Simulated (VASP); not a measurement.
Consider the following.

```
NbTi3C4
1.0
    4.33896     0.00000     0.00000
    0.00000     4.33896     0.00000
    0.00000     0.00000     4.33896
Ti C Nb
3 4 1
Direct
  0.00000   0.00000   0.00000
  0.50000   0.50000   0.00000
  0.50000   0.00000   0.50000
  0.50000   0.50000   0.50000
  0.00000   0.00000   0.50000
  0.00000   0.50000   0.00000
  0.50000   0.00000   0.00000
  0.00000   0.50000   0.50000
```

The numbers are results of PBEsol GGA, VASP's PBE PAW potentials (set 64) (plane waves; VASP), not measurements. Settings: 520 eV cut-off, 7×7×7 Γ-centred mesh, first-order Methfessel-Paxton smearing of 0.10 eV, potentials Ti_sv C Nb_sv.

Predict the energy per atom (σ→0), band gap (on the k-mesh) with the smallest direct gap where there is one.

```
Item                                                        Result
------------------------  ----------------------------------------
band gap (on the k-mesh)  none (metal, semimetal or under 0.01 eV)
energy per atom (σ→0)                              -10184 meV/atom
```

Total energies compare only between runs with the same potentials, cut-off and functional.

The structure was generated: NbTi3C4 was put into an ordered model structure (Pm-3m), which need not be its known phase. It was relaxed first. The start is the result of an earlier pass. The electron count is odd and the run is not spin-polarised, which forces a metal.
